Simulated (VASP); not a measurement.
Data:

```
CELL_PARAMETERS angstrom
      0.00000     3.19508     3.19508
      3.19508     0.00000     3.19508
      3.19508     3.19508     0.00000
ATOMIC_POSITIONS crystal
  La 0.00000 0.00000 0.00000
  Te 0.50000 0.50000 0.50000
```

These are PBEsol GGA, VASP's PBE PAW potentials (set 64) (plane waves; VASP 6.6.1) values and carry that method's errors. Settings: 400 eV cut-off, Gaussian smearing of 0.050 eV, potentials La Te.

Q: Give the energies of bands 6 to 11 at the high-symmetry points, in eV from the Fermi level.

A: 
```json
[
 {"band": "6", "Γ": "-2.27", "X": "-3.64", "U": "-3.99", "L": "-5.31", "W": "-4.05"},
 {"band": "7", "Γ": "-2.27", "X": "-2.68", "U": "-3.61", "L": "-3.93", "W": "-3.50"},
 {"band": "8", "Γ": "-2.27", "X": "-2.68", "U": "-3.34", "L": "-3.93", "W": "-3.50"},
 {"band": "9", "Γ": "-0.04", "X": "-1.69", "U": "-0.42", "L": "0.86", "W": "0.49"},
 {"band": "10", "Γ": "-0.04", "X": "1.39", "U": "1.25", "L": "1.28", "W": "0.49"},
 {"band": "11", "Γ": "-0.04", "X": "1.39", "U": "1.30", "L": "1.28", "W": "1.44"}
]
```

It has no gap at this level: it comes out as a metal or semimetal.

The structure was generated: LaTe was put into the rock salt type (Fm-3m), which need not be its known phase. It was relaxed first, which changed the volume by -37 %. The electron count is odd and the run is not spin-polarised, which forces a metal.
